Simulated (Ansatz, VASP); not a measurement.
# PtC in VASP and in Ansatz

Contents of INCAR:

```
PREC = Accurate
ENCUT = 520
EDIFF = 1E-8
ISMEAR = -1
SIGMA = 0.03
LREAL = F
LASPH = T
NELM = 100
ALGO = Normal
ISIF = 2
LWAVE = F
LCHARG = F
GGA = PE
LEFG = T
NBANDS = 14
```

Contents of KPOINTS:

```
regular mesh
0
Gamma
  13 13 13
```

File POSCAR:

```
PtC
1.0
    0.0000000000      2.2179116495      2.2179116495
    2.2179116495      0.0000000000      2.2179116495
    2.2179116495      2.2179116495      0.0000000000
Pt C
1 1
Direct
    0.0000000000      0.0000000000      0.0000000000
    0.5000000000      0.5000000000      0.5000000000
```

Input for Ansatz:

```yaml
crystal:
  lattice:
    - [0.0, 2.2179116495, 2.2179116495]
    - [2.2179116495, 0.0, 2.2179116495]
    - [2.2179116495, 2.2179116495, 0.0]
  atoms:
    - { symbol: Pt, position: [0.0, 0.0, 0.0] }
    - { symbol: C, position: [0.5, 0.5, 0.5] }
kpoints:
  mp_grid: { grid: [13, 13, 13] }
scf:
  occupations: { method: fermi_dirac, width: 0.03 }
hamiltonian:
  xc: pbe
  pseudopotentials: { kind: paw }
output:
  forces: true
  stress: true
  eigenvalues: true
  efg: { contact_densities: true }
```

Change from the starting cell: volume scaled by 0.98, PAW files.

Alike in both runs: task electric field gradients; functional PBE; k mesh 13 × 13 × 13; occupations fermi-dirac, width 0.03 eV; no spin polarisation.

|  | VASP | Ansatz |
| --- | --- | --- |
| version | VASP 6.6.1 | Ansatz 0.2.0 |
| potentials or method | VASP PAW PBE potentials, release 64 (Pt, C) | PAW with Ansatz's default frozen-core files, scalar-relativistic |
| plane-wave cutoff (eV) | 520 | 420 |
| valence electrons in the cell | 14 | 22 |

|  | VASP | Ansatz | Ansatz less VASP |
| --- | --- | --- | --- |
| pressure (GPa) | 5.4 | 5.5 | +0.07 |
| Vzz of the field gradient on the site that differs most (V/Å²) | 0.0 | 0.0 | 0.00 |

The functional is the same, so the differences come from potentials, cutoffs and numerics. The two sets of potentials don't hold the same shells in valence. Ansatz warned: «gradients_without_spin_orbit».

Spin-orbit coupling is left out, which matters for the levels of Pt.
